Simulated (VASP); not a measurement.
Method: vdW-DF2, VASP's PBE PAW potentials (set 64) (plane waves; VASP 6.6.1).

Input for VASP

### POSCAR
```
Zr
1
    1.6120823999    -2.7922085665     0.0000000000
    1.6120823999     2.7922085665     0.0000000000
    0.0000000000     0.0000000000     5.1455380410
Zr
2
Direct
  0.3333330000   0.6666670000   0.2500000000
  0.6666670000   0.3333330000   0.7500000000
```

### INCAR
```
SYSTEM=Zr
PREC=Accurate; ENCUT=520; LREAL=.False.
LASPH=.True.
EDIFF=1E-7; NELM=100; ALGO=Normal
LMAXMIX=4
ISMEAR=1; SIGMA=0.1
GGA=ML; LUSE_VDW=.True.; AGGAC=0.0
ZAB_VDW=-1.8867
IBRION=2; NSW=30; ISIF=4
EDIFFG=-0.01
LWAVE=.False.; LCHARG=.False.
```

**KPOINTS**
```
Automatic mesh
0
Gamma
13 13 7
0 0 0
```

POTCAR, in this order: Zr_sv (PBE.64 set). Program: vasp_std.

What VASP printed:

### OSZICAR
```
       N       E                     dE             d eps       ncg     rms          rms(c)
DAV:   1     0.228305221009E+03    0.22831E+03   -0.13741E+04  2688   0.149E+03
DAV:   2     0.410210028968E+01   -0.22420E+03   -0.22229E+03  3352   0.416E+02
DAV:   3    -0.103898134411E+02   -0.14492E+02   -0.14305E+02  5136   0.783E+01
DAV:   4    -0.106372463402E+02   -0.24743E+00   -0.24703E+00  2920   0.116E+01
DAV:   5    -0.106435161104E+02   -0.62698E-02   -0.62696E-02  4240   0.127E+00    0.140E+01
DAV:   6    -0.102565838357E+02    0.38693E+00   -0.73702E-01  2760   0.792E+00    0.576E+00
DAV:   7    -0.102064296499E+02    0.50154E-01   -0.48512E-01  3752   0.586E+00    0.103E+00
DAV:   8    -0.102184199857E+02   -0.11990E-01   -0.46733E-02  3496   0.184E+00    0.208E-01
DAV:   9    -0.102182685503E+02    0.15144E-03   -0.12396E-03  3080   0.374E-01    0.585E-02
DAV:  10    -0.102182080112E+02    0.60539E-04   -0.49156E-05  3872   0.685E-02    0.174E-02
DAV:  11    -0.102182142236E+02   -0.62123E-05   -0.10447E-05  3120   0.371E-02    0.863E-03
DAV:  12    -0.102182144053E+02   -0.18178E-06   -0.50005E-07  3344   0.723E-03    0.372E-03
DAV:  13    -0.102182146822E+02   -0.27682E-06   -0.57278E-08  1944   0.283E-03    0.196E-03
DAV:  14    -0.102182147089E+02   -0.26720E-07   -0.39277E-08  1848   0.269E-03
   1 F= -.10218215E+02 E0= -.10217988E+02  d E =-.102182E+02
       N       E                     dE             d eps       ncg     rms          rms(c)
DAV:   1    -0.102232563064E+02   -0.50416E-02   -0.29778E-01  2688   0.513E+00    0.381E-01
DAV:   2    -0.102199503558E+02    0.33060E-02   -0.89235E-03  3064   0.742E-01    0.182E-01
DAV:   3    -0.102190153792E+02    0.93498E-03   -0.37865E-03  3704   0.431E-01    0.296E-02
DAV:   4    -0.102190224924E+02   -0.71132E-05   -0.61117E-05  3056   0.779E-02    0.143E-02
DAV:   5    -0.102190323157E+02   -0.98233E-05   -0.61762E-06  3696   0.234E-02    0.138E-03
DAV:   6    -0.102190314036E+02    0.91211E-06   -0.10744E-07  2352   0.306E-03    0.796E-04
DAV:   7    -0.102190314246E+02   -0.20992E-07   -0.54683E-08  1848   0.252E-03
   2 F= -.10219031E+02 E0= -.10218892E+02  d E =-.816716E-03
       N       E                     dE             d eps       ncg     rms          rms(c)
DAV:   1    -0.102207031393E+02   -0.16717E-02   -0.10763E-01  2704   0.308E+00    0.229E-01
DAV:   2    -0.102194967676E+02    0.12064E-02   -0.32363E-03  3048   0.447E-01    0.109E-01
DAV:   3    -0.102191566223E+02    0.34015E-03   -0.13897E-03  3712   0.261E-01    0.178E-02
DAV:   4    -0.102191589860E+02   -0.23637E-05   -0.22396E-05  3048   0.472E-02    0.864E-03
DAV:   5    -0.102191640500E+02   -0.50641E-05   -0.22222E-06  3688   0.140E-02    0.812E-04
DAV:   6    -0.102191635089E+02    0.54108E-06   -0.35717E-08  2072   0.182E-03    0.475E-04
DAV:   7    -0.102191635242E+02   -0.15280E-07   -0.19934E-08  1736   0.151E-03
   3 F= -.10219164E+02 E0= -.10219080E+02  d E =-.948815E-03
```

**OUTCAR**
```
------------------------ aborting loop because EDIFF is reached ----------------------------------------
  FORCE on cell =-STRESS in cart. coord.  units (eV):
  Direction    XX          YY          ZZ          XY          YZ          ZX
  --------------------------------------------------------------------------------------
  Total        1.7645203      1.7645202      1.7629839      0.0000000     -0.0000000      0.0000000
  in kB       61.0297161     61.0297133     60.9765786      0.0000000     -0.0000000      0.0000000
  external PRESSURE =      61.0120027 kB  Pullay stress =       0.0000000 kB
  volume of cell :       46.32
      direct lattice vectors                 reciprocal lattice vectors
     1.606462548 -2.782474690 -0.000000000     0.311242861 -0.179696154  0.000000000
     1.606462548  2.782474690  0.000000000     0.311242861  0.179696154  0.000000000
    -0.000000000  0.000000000  5.181602068    -0.000000000 -0.000000000  0.192990505
 POSITION                                       TOTAL-FORCE (eV/Angst)
 -----------------------------------------------------------------------------------
      1.60646      0.92749      1.29540        -0.000000      0.000000      0.000000
      1.60646     -0.92749      3.88620         0.000000      0.000000      0.000000
 -----------------------------------------------------------------------------------
    total drift:                               -0.000140      0.001131     -0.000019
  FREE ENERGIE OF THE ION-ELECTRON SYSTEM (eV)
  ---------------------------------------------------
  free  energy   TOTEN  =       -10.2191635242 eV

  energy  without entropy=      -10.2189129392  energy(sigma->0) =      -10.21908000

 reached required accuracy - stopping structural energy minimisation
```
(Selected blocks of OUTCAR.)

**CONTCAR**
```
Zr
   1.00000000000000
     1.6064625476598478   -2.7824746898033350   -0.0000000000000000
     1.6064625476598478    2.7824746898033350    0.0000000000000000
    -0.0000000000000000    0.0000000000000000    5.1816020682073214
  Zr
     2
Direct
     0.3333330000000032    0.6666669999999968    0.2500000000000000
     0.6666669999999968    0.3333330000000032    0.7500000000000000
```

The compound is Zr in the hcp structure. This cell is one point of a volume scan, at 0.94 of the reference volume. Symmetry was kept, so distortions that lower it aren't found.
